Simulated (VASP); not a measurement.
Given:

```
NbN
1.0
    0.00000     2.15565     2.15565
    2.15565     0.00000     2.15565
    2.15565     2.15565     0.00000
Nb N
1 1
Direct
  0.00000   0.00000   0.00000
  0.50000   0.50000   0.50000
```

The numbers are results of LDA (Ceperley-Alder, Perdew-Zunger), VASP's LDA PAW potentials (set 64) (plane waves; VASP), not measurements. Run with 520 eV cut-off, 14×14×14 Γ-centred mesh, first-order Methfessel-Paxton smearing of 0.10 eV, potentials Nb_sv N.

Task: The job: NbN (rock salt), 2 atoms, LDA, static run, 520 eV, 14×14×14 Γ-centred mesh. Roughly how much core time does it take on a busy server core?

Result: About 20 core-seconds (one run on a shared machine, a rough figure). It had 104 irreducible k-points, 13 bands, up to 549 plane waves and 14 electronic steps.

The compound is NbN in the rock salt structure, the cubic δ form, which competes with hexagonal ones. This cell is one point of a volume scan, at 0.97 of the reference volume.
